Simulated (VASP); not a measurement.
# 1 units of PbZrO3 (001), ZrO2 faces on Al(100) in VASP, part 3 of 5

How does 1 units of PbZrO3 (001), ZrO2 faces on Al(100) behave as a surface?

VASP 6.6.1; PBEsol with D3(BJ); plane waves and PAW (Al, Zr_sv, O, Pb).

So far. Step 3 (Going on with the relaxation): The run ended after 6 ionic steps, 0.001 eV below its first step, once the forces on the free atoms met EDIFFG = -0.03.

## (4) Potential and states of the slab

A static run writes the electrostatic potential without exchange and correlation (LVHAR), which is flat in the vacuum and gives the level to count from. The dipole correction cancels the field that unlike faces would set up across the vacuum.

File INCAR:

```
SYSTEM = Zr2Al8PbO5
PREC = Normal
ENCUT = 400
EDIFF = 1E-06
NELM = 120
ISMEAR = -1
SIGMA = 0.1
LREAL = Auto
ALGO = Fast
GGA = PS
IVDW = 12
NBANDS = 77
LORBIT = 11
LWAVE = .FALSE.
LCHARG = .TRUE.
IDIPOL = 3
LDIPOL = .TRUE.
DIPOL = 0.5 0.5 0.514
LVHAR = .TRUE.
LVACPOTAV = .TRUE.
LELF = .TRUE.
NEDOS = 1500
```

File POSCAR:

```
Zr2Al8PbO5
1.0
    4.1600000000      0.0000000000      0.0000000000
    0.0000000000      4.1600000000      0.0000000000
    0.0000000000      0.0000000000     31.2141469282
Al Zr O Pb
8 2 5 1
Direct
    0.0000000000      0.5000000000      0.2935150335
    0.5000000000      0.0000000000      0.2935150335
    0.0000000000      0.0000000000      0.3567412274
    0.5000000000      0.5000000000      0.3581571872
    0.0000000000      0.5000000000      0.4203471494
    0.5000000000      0.0000000000      0.4203471494
    0.0000000000      0.0000000000      0.4775793883
    0.5000000000      0.5000000000      0.4971691575
    0.0000000000      0.0000000000      0.5746216156
    0.0000000000      0.0000000000      0.7009495119
    0.5000000000      0.0000000000      0.5757202468
    0.0000000000      0.5000000000      0.5757202468
    0.0000000000      0.0000000000      0.6388954790
    0.5000000000      0.0000000000      0.7020489248
    0.0000000000      0.5000000000      0.7020489248
    0.5000000000      0.5000000000      0.6415131356
```

File KPOINTS:

```
Automatic mesh
0
Gamma
8 8 1
0 0 0
```

The projector-augmented-wave data sets are Al, Zr_sv, O and Pb (PBE family, release 64).

Command:

```console
> mpirun -np 4 vasp_std
```

Output:

```text
[banner, memory and clock lines left out]
running    4 mpi-ranks, on    1 nodes
 distrk:  each k-point on    4 cores,    1 groups
 distr:  one band on    1 cores,    4 groups

 POSCAR found type information on POSCAR AlZrO Pb
 POSCAR found :  4 types and      16 ions
 [... a notice as in an earlier step ...]

 LDA part: xc-table for (Slater+PW92), standard interpolation
|                                                                             |
|           W    W    AA    RRRRR   N    N  II  N    N   GGGG   !!!           |
|           W    W   A  A   R    R  NN   N  II  NN   N  G    G  !!!           |
|           W    W  A    A  R    R  N N  N  II  N N  N  G       !!!           |
|           W WW W  AAAAAA  RRRRR   N  N N  II  N  N N  G  GGG   !            |
|           WW  WW  A    A  R   R   N   NN  II  N   NN  G    G                |
|           W    W  A    A  R    R  N    N  II  N    N   GGGG   !!!           |
|                                                                             |
|     The number of bands has been changed from the values supplied in        |
|     The orbitals not found in the WAVECAR file will be initialized with     |
|     random numbers, which is usually adequate. For correlated               |
|     calculations, however, you should redo the groundstate calculation.     |
|     I found NBANDS = 77. Now, NBANDS = 80.                                  |
|                                                                             |

 POSCAR, INCAR and KPOINTS ok, starting setup
 FFT: planning ... GRIDC
 FFT: planning ... GRID_SOFT
 FFT: planning ... GRID
 WAVECAR not read
 entering main loop
       N       E                     dE             d eps       ncg     rms          rms(c)
DAV:   1     0.483894534398E+03    0.48389E+03   -0.28892E+04  2576   0.682E+02
DAV:   2    -0.441003721903E+02   -0.52799E+03   -0.47948E+03  3096   0.195E+02
DAV:   3    -0.110295773226E+03   -0.66195E+02   -0.65159E+02  3256   0.637E+01
DAV:   4    -0.113939386657E+03   -0.36436E+01   -0.36306E+01  3832   0.128E+01
DAV:   5    -0.114106543127E+03   -0.16716E+00   -0.16707E+00  3704   0.216E+00    0.406E+01
RMM:   6    -0.100610839109E+03    0.13496E+02   -0.46320E+01  2999   0.149E+01    0.183E+01
RMM:   7    -0.118257455257E+03   -0.17647E+02   -0.44010E+00  3320   0.528E+00    0.153E+01
RMM:   8    -0.136496413565E+03   -0.18239E+02   -0.31827E+00  3608   0.304E+00    0.376E+01
RMM:   9    -0.104840146273E+03    0.31656E+02   -0.43613E+00  3418   0.393E+00    0.138E+01
RMM:  10    -0.102750193861E+03    0.20900E+01   -0.36815E+00  3253   0.436E+00    0.112E+01
RMM:  11    -0.997325967893E+02    0.30176E+01   -0.32879E+00  3355   0.401E+00    0.469E+00
RMM:  12    -0.993988443022E+02    0.33375E+00   -0.90459E-01  3576   0.195E+00    0.269E+00
RMM:  13    -0.994167085863E+02   -0.17864E-01   -0.16725E-01  4000   0.794E-01    0.218E+00
RMM:  14    -0.999290086138E+02   -0.51230E+00   -0.65757E-01  3905   0.158E+00    0.323E+00
RMM:  15    -0.993214176809E+02    0.60759E+00   -0.24491E-01  3492   0.106E+00    0.107E+00
RMM:  16    -0.993187164582E+02    0.27012E-02   -0.27515E-02  3867   0.380E-01    0.988E-01
RMM:  17    -0.992768617866E+02    0.41855E-01   -0.11548E-02  3960   0.214E-01    0.844E-01
RMM:  18    -0.992241456809E+02    0.52716E-01   -0.77362E-03  3939   0.172E-01    0.752E-01
RMM:  19    -0.991671639591E+02    0.56982E-01   -0.99259E-03  3931   0.193E-01    0.536E-01
RMM:  20    -0.991354187540E+02    0.31745E-01   -0.75648E-03  3953   0.162E-01    0.437E-01
RMM:  21    -0.991140340573E+02    0.21385E-01   -0.99381E-03  4025   0.187E-01    0.185E-01
RMM:  22    -0.991100566840E+02    0.39774E-02   -0.24911E-03  4055   0.105E-01    0.154E-01
RMM:  23    -0.991069631138E+02    0.30936E-02   -0.23545E-03  4017   0.924E-02    0.558E-02
RMM:  24    -0.991069181392E+02    0.44975E-04   -0.69770E-04  4203   0.540E-02    0.522E-02
RMM:  25    -0.991068050767E+02    0.11306E-03   -0.31299E-04  4211   0.343E-02    0.361E-02
RMM:  26    -0.991067523998E+02    0.52677E-04   -0.19877E-04  4099   0.279E-02    0.231E-02
RMM:  27    -0.991068446936E+02   -0.92294E-04   -0.91416E-05  4023   0.196E-02    0.170E-02
RMM:  28    -0.991068593280E+02   -0.14634E-04   -0.54028E-05  3989   0.135E-02    0.142E-02
RMM:  29    -0.991068821346E+02   -0.22807E-04   -0.31654E-05  3832   0.105E-02    0.103E-02
RMM:  30    -0.991068701943E+02    0.11940E-04   -0.26596E-05  3884   0.986E-03    0.427E-03
WARNING in EDDRMM: call to ZHEGV failed, returncode =   6  3      4
RMM:  31    -0.991068787225E+02   -0.85283E-05   -0.14256E-05  3622   0.699E-03    0.401E-03
RMM:  32    -0.991068822009E+02   -0.34784E-05   -0.10435E-05  3517   0.581E-03    0.223E-03
RMM:  33    -0.991068829169E+02   -0.71600E-06   -0.62970E-06  3116   0.456E-03
|                                                                             |
|           W    W    AA    RRRRR   N    N  II  N    N   GGGG   !!!           |
|           W    W   A  A   R    R  NN   N  II  NN   N  G    G  !!!           |
|           W    W  A    A  R    R  N N  N  II  N N  N  G       !!!           |
|           W WW W  AAAAAA  RRRRR   N  N N  II  N  N N  G  GGG   !            |
|           WW  WW  A    A  R   R   N   NN  II  N   NN  G    G                |
|           W    W  A    A  R    R  N    N  II  N    N   GGGG   !!!           |
|                                                                             |
|     Did not find any points to average over, which means that no vacuum     |
|     field-free region was found. Please increase the size of  your cell     |
|     in the dimension of the dipole correction to obtain accurate            |
|     workfunction values.                                                    |
|                                                                             |

   1 F= -.10237587E+03 E0= -.10231805E+03  d E =-.115647E+00
```

It took 4.2 min on 4 MPI ranks of Intel Xeon Platinum 8488C (Sapphire Rapids), shared host; peak memory 0.84 GiB; 15 min of CPU time.

Parts of OUTCAR (step 4):

```text
The static configuration has the point symmetry C_4v.

 Found     15 irreducible k-points:

   k-points           NKPTS =     15   k-points in BZ     NKDIM =     15   number of bands    NBANDS=     80

   NELECT =      82.0000    total number of electrons

 dipolmoment           0.000000      0.000000     -0.097761 electrons x Angstroem

 E-fermi :   1.0462

 k-point     1 :       0.0000    0.0000    0.0000
  band No.  band energies     occupation
    ...
     37      -0.4101      2.00000
     38      -0.0982      1.99998
     39      -0.0982      1.99998
     40      -0.0111      1.99995
     41       1.0889      0.78927
     42       1.1996      0.35484
     43       1.7167      0.00244
     44       1.7167      0.00244
     45       2.5103      0.00000
     46       2.8581      0.00000
    ...

 k-point     2 :       0.1250    0.0000    0.0000
  band No.  band energies     occupation
    ...
     37      -0.2704      2.00000
     38       0.0143      1.99993
     39       0.0216      1.99993
     40       0.4853      1.99269
     41       1.1388      0.56743
     42       1.4271      0.04335
     43       1.8267      0.00081
     44       2.4550      0.00000
     45       2.6485      0.00000
     46       2.9044      0.00000
    ...

 Edisp (eV)   -3.26899

  Total     -17.82005   -17.82005    -4.04733     0.00000     0.00000     0.00000
  in kB     -52.85443   -52.85443   -12.00443     0.00000     0.00000     0.00000
  external pressure =      -39.24 kB  Pullay stress =        0.00 kB

 POSITION                                       TOTAL-FORCE (eV/Angst)
 -----------------------------------------------------------------------------------
      0.00000      2.08000      9.16182        -0.000000      0.000000      0.012319
      2.08000      0.00000      9.16182        -0.000000     -0.000000      0.012319
      0.00000      0.00000     11.13537        -0.000000     -0.000000      0.008059
      2.08000      2.08000     11.17957        -0.000000      0.000000      0.011203
      0.00000      2.08000     13.12078        -0.000000     -0.000000      0.022084
      2.08000      0.00000     13.12078        -0.000000     -0.000000      0.022084
      0.00000      0.00000     14.90723        -0.000000     -0.000000      0.027207
      2.08000      2.08000     15.51871        -0.000000      0.000000     -0.009765
      0.00000      0.00000     17.93632        -0.000000     -0.000000     -0.019277
      0.00000      0.00000     21.87954        -0.000000     -0.000000     -0.018142
      2.08000      0.00000     17.97062        -0.000000     -0.000000     -0.012334
      0.00000      2.08000     17.97062         0.000000      0.000000     -0.012334
      0.00000      0.00000     19.94258        -0.000000     -0.000000     -0.002016
      2.08000      0.00000     21.91386        -0.000000     -0.000000     -0.020174
      0.00000      2.08000     21.91386        -0.000000      0.000000     -0.020174
      2.08000      2.08000     20.02429        -0.000000     -0.000000     -0.001059
 -----------------------------------------------------------------------------------
    total drift:                                0.000000     -0.000000      0.049008

  FREE ENERGIE OF THE ION-ELECTRON SYSTEM (eV)
  ---------------------------------------------------
  free  energy   TOTEN  =      -102.3758727113 eV

  energy  without entropy=     -102.2602261596  energy(sigma->0) =     -102.31804944

 vacuum level on the upper side and lower side of the slab         4.449         5.465

 total charge
# of ion       s       p       d       tot
------------------------------------------
    1        0.475   0.276   0.000   0.750
    2        0.475   0.276   0.000   0.750
    3        0.438   0.322   0.000   0.760
    4        0.430   0.329   0.000   0.759
    5        0.433   0.329   0.000   0.762
    6        0.433   0.329   0.000   0.762
    7        0.457   0.341   0.000   0.798
    8        0.509   0.197   0.000   0.706
    9        2.200   6.069   1.447   9.716
   10        2.205   6.062   1.512   9.779
   11        1.594   3.433   0.000   5.026
   12        1.594   3.433   0.000   5.026
   13        1.598   3.497   0.000   5.095
   14        1.590   3.447   0.000   5.037
   15        1.590   3.447   0.000   5.037
   16        1.831   0.667   0.117   2.615
--------------------------------------------------
tot         17.848  32.454   3.077  53.379

[... 6 parts as in an earlier step ...]

[... 6 further parts left out ...]
```

This step gave:

```
electronic cycles                          : 33
Fermi energy                               : 1.046 eV
DOS at the Fermi level                     : 3.438 states/eV/cell
dipole moment                              : 0, 0, -0.09776 e·Å
vacuum levels                              : 4.456, 5.478 eV
work functions of the upper and lower face : 3.409, 4.432 eV
```

The density of states has structure finer than the step of the table below, so its rows give means over 1 eV, whole bins alone (the curve runs from -12.0 to 7.96 eV). Peaks (eV: height): total -5.2: 11.0, -2.3: 13.7, 4.3: 14.0, 6.6: 11.4; Al p 4.6: 0.895, 5.6: 1.14, 6.6: 0.991, 7.9: 0.908; Zr d -5.2: 1.85, 4.3: 3.43, 6.6: 1.48; O p -5.2: 4.49, -2.3: 6.45, 3.6: 1.27; Pb s -8.5: 2.50.

The density of states by energy, zero at the Fermi level; means over each step; values in states/eV/cell:

```csv
energy (eV),total,Al p,Zr d,O p,Pb s,Pb p
-11,0.0136,5.7e-5,0,0,0,0
-10,0.617,0.00948,6.9e-5,0,6.5e-5,0
-9,1.89,0.0303,0.0194,0.0821,0.616,0.00104
-8,2.63,0.0682,0.0189,0.0868,0.754,0.00107
-7,1.77,0.106,0.00311,0.00570,0.00148,2.1e-4
-6,3.36,0.158,0.174,0.495,0.00573,0.0831
-5,9.36,0.186,1.25,3.64,0.0301,0.215
-4,8.88,0.299,0.597,3.00,0.0848,0.164
-3,10.2,0.305,0.450,4.33,0.176,0.115
-2,10.8,0.455,0.135,4.83,0.120,0.0490
-1,4.47,0.511,0.0305,0.626,0.0148,0.00962
0,3.88,0.527,0.0350,0.0949,0.00115,0.00922
1,4.31,0.606,0.132,0.0713,6.2e-4,0.0187
2,7.37,0.610,1.27,0.227,0.00754,0.530
3,10.6,0.668,2.36,0.760,0.00414,0.969
4,13.2,0.832,2.89,1.17,0.00286,1.50
5,10.3,0.853,1.93,0.675,5.9e-4,0.455
6,9.15,0.892,0.930,0.134,0.00121,0.0337
7,10.3,0.867,1.25,0.185,0.00184,0.0321
```

The planar average of the electrostatic potential oscillates, so the rows of the table below give means over windows of 2.1 Å about each position, cut where the curve ends. Its maxima inside the range that stand out by 2 % of the span (Å: eV): 1.3: 4.43, 10.1: -1.95, 12.1: -2.16, 14.1: -1.90, 16.8: 1.56, 18.9: -0.670, 20.9: -2.72. Its minima: 9.2: -14.2, 11.1: -14.3, 13.2: -14.3, 15.2: -10.7, 17.9: -13.9, 20.0: -8.62, 21.9: -14.0.

Zero at the Fermi level. The planar average of the electrostatic potential by height; means over each step:

height (Å), planar average of the electrostatic potential (eV) and a bar from the least value:
```
     1.05        4.2 ##############################
     3.15        4.4 ##############################
     5.25        4.4 ##############################
     7.35        3.2 ###########################
     9.45       -7.1 #
    11.55       -7.5 
    13.65       -7.5 
    15.75       -5.0 ######
    17.85       -6.4 ###
    19.95       -4.9 #######
    22.05       -6.4 ###
    24.15        3.3 ###########################
    26.25        3.4 ###########################
    28.35        3.4 ###########################
    30.45        3.4 ###########################
```

Density of states in the PAW spheres, an atom over height of the layer and energy from the Fermi level.

Values in states/eV, 22 rows by 11 columns, each cell a mean:
```
0.12 0.14 0.13 0.14 0.12 0.12 0.05 0.03 0.01 0.01 0.00
0.11 0.09 0.07 0.09 0.12 0.12 0.04 0.04 0.01 0.01 0.00
0.12 0.09 0.09 0.09 0.12 0.14 0.04 0.06 0.02 0.01 0.00
0.12 0.12 0.11 0.11 0.14 0.11 0.04 0.10 0.03 0.02 0.01
0.11 0.09 0.10 0.10 0.10 0.11 0.02 0.23 0.03 0.03 0.09
0.11 0.08 0.08 0.08 0.12 0.11 0.05 0.63 0.08 0.12 0.35
0.12 0.09 0.10 0.10 0.13 0.11 0.13 1.15 0.42 0.23 0.75
0.12 0.11 0.11 0.11 0.12 0.11 0.18 1.15 0.97 0.18 0.97
0.09 0.09 0.08 0.08 0.09 0.07 0.27 1.02 0.49 0.23 0.91
0.08 0.07 0.07 0.07 0.08 0.08 0.31 0.86 0.35 0.41 0.79
0.10 0.10 0.11 0.10 0.09 0.09 0.38 0.82 0.27 0.33 0.66
0.10 0.11 0.09 0.10 0.09 0.09 0.44 0.77 0.40 0.26 0.66
0.09 0.08 0.08 0.08 0.10 0.11 0.30 0.42 0.80 0.28 0.35
0.07 0.06 0.06 0.06 0.07 0.06 0.59 0.56 1.16 0.27 0.50
0.07 0.07 0.08 0.08 0.07 0.07 0.93 0.57 1.96 0.26 0.68
0.09 0.08 0.08 0.09 0.09 0.10 0.54 0.29 1.31 0.23 0.44
0.07 0.07 0.07 0.07 0.07 0.08 0.10 0.07 0.34 0.13 0.09
0.07 0.06 0.06 0.06 0.08 0.07 0.02 0.01 0.05 0.02 0.01
0.07 0.07 0.07 0.07 0.08 0.07 0.01 0.00 0.01 0.00 0.00
0.05 0.08 0.08 0.07 0.06 0.03 0.00 0.00 0.00 0.00 0.00
0.04 0.04 0.04 0.04 0.05 0.02 0.00 0.00 0.00 0.00 0.00
0.04 0.06 0.07 0.06 0.05 0.02 0.00 0.00 0.01 0.11 0.00
```
Columns: height of the layer (Å) from 9.2 to 21.9 (not evenly spaced); rows upwards: energy from the Fermi level (eV) from -7.9 to 0.5.

Electrostatic potential energy in the ca plane at fractional y = 0.000, with atoms of Al and Zr and O within 0.2 Å of it. With pseudopotentials it is smooth inside the atoms' cores, unlike the true potential.

Ten even steps from '0' (-71 eV) to '9' (5 eV), each cell a mean:
```
96201689999840048997310148623773001489999999
98656899999875578998633479988986334789999999
99888999888988899999877899999998778999999999
89999987557899999999987899999999878999999999
89999984003899999999943499999998435999999999
79999983002799999999832389999998324999999999
89999986225899999999964699999999647999999999
99999998778999999999988899999999888999999999
98877899999987789999755689999997556899999999
97413799999852258998421258855884212589999999
86000589999830028997300047522662001489999999
```
Columns run along c (16.0 Å, from fractional 0.32 to 0.83 of the cell; values clipped at the 3rd and 97th percentile), rows up along a (4.2 Å). Atoms in or near the plane, at fractional coordinates: Al at (0.36, 0.00), Al at (0.42, 0.50), Al at (0.48, 0.00), Zr at (0.57, 0.00), Zr at (0.70, 0.00), O at (0.58, 0.50), O at (0.64, 0.00), O at (0.70, 0.50).

Valence density in the ca plane at fractional y = 0.000, with atoms of Al and Zr and O within 0.2 Å of it. It is the smooth field of the valence electrons, not physical close to the nuclei.

Ten steps, logarithmic in the rise over the least value, from '0' (0.0 e/Å³) to '9' (7.1 e/Å³), each cell a mean:
```
22211222222221123224789865799757898630000000
22222222222322222222577643566545776410000000
22222222223322222112345432233223454310000000
22222222222322211112467642111124676420000000
22222222112222111112589852101135898521000000
22222222002222111113689863100136998521000000
22222222222222111112478742111125787420000000
22222222223322221112355532222223554310000000
22222222222332222212456533344334565310000000
22212222222322222223688754688646887520000000
22101222222220023224799865899767998630000000
```
Columns run along c (16.0 Å, from fractional 0.32 to 0.83 of the cell), rows up along a (4.2 Å). Atoms in or near the plane, at fractional coordinates: Al at (0.36, 0.00), Al at (0.42, 0.50), Al at (0.48, 0.00), Zr at (0.57, 0.00), Zr at (0.70, 0.00), O at (0.58, 0.50), O at (0.64, 0.00), O at (0.70, 0.50).

ELF in the ca plane at fractional y = 0.000, with atoms of Al and Zr and O within 0.2 Å of it. It is the smooth field of the valence electrons, not physical close to the nuclei.

Ten even steps from '0' (0.00) to '9' (0.87), each cell a mean:
```
65334551038962699983787954999851010000000000
65445775468851267741589842677510010000000000
66657887666631123321145311233211130000000000
66535776443211478873101014788754440000000000
65202564321102797896200027978975320000000000
54101464211002796687200037857975210000000000
66324775332111699985100026899974340000000000
66556876555421245541123212455432330000000000
76556776568741135421378621354210020000000000
65334663248951489972698953898730020000000000
55323540038962798984785865988961210000000000
```
Columns run along c (16.0 Å, from fractional 0.38 to 0.90 of the cell), rows up along a (4.2 Å). Atoms in or near the plane, at fractional coordinates: Al at (0.42, 0.50), Al at (0.48, 0.00), Zr at (0.57, 0.00), Zr at (0.70, 0.00), O at (0.58, 0.50), O at (0.64, 0.00), O at (0.70, 0.50).

The map of layer states is cut here 0.5 eV above the Fermi level, so it leaves out the states above that.

The vacuum level lies 3.41 eV above the Fermi level at the upper face; the two faces differ by 1.02 eV, the step that the slab's dipole of -0.098 e·Å makes.

VASP counts the dipole in electrons times Å, so a positive number points the physical dipole along −c.

The program found no field-free point at its default tolerance, and its printed vacuum level lies off the flat part of the planar average, by -0.01 eV at the upper face; the levels here are read from the flat part.

On this mesh the fine structure of the density of states is sampling noise, and high empty states may be cut by the number of bands.

[end of part 3 of 5]

[Lines on the potential files, build, host, timing and source positions are cut from VASP's logs without a mark.]

[Logs are printed without paths, hosts, clocks, repeated set-up lines and the standing remarks that a program may print on its own settings, such as how far it seeks lower states.]

[Hosts, paths, dates, database ids (printed as entryN), source tags and the programs' standing remarks are cut or masked in the printed files.]

[In band tables of VASP the shares of atoms and orbitals are scaled to a sum of 1 inside the atoms' spheres.]

[Runs that stopped without an error message from VASP are left out.]
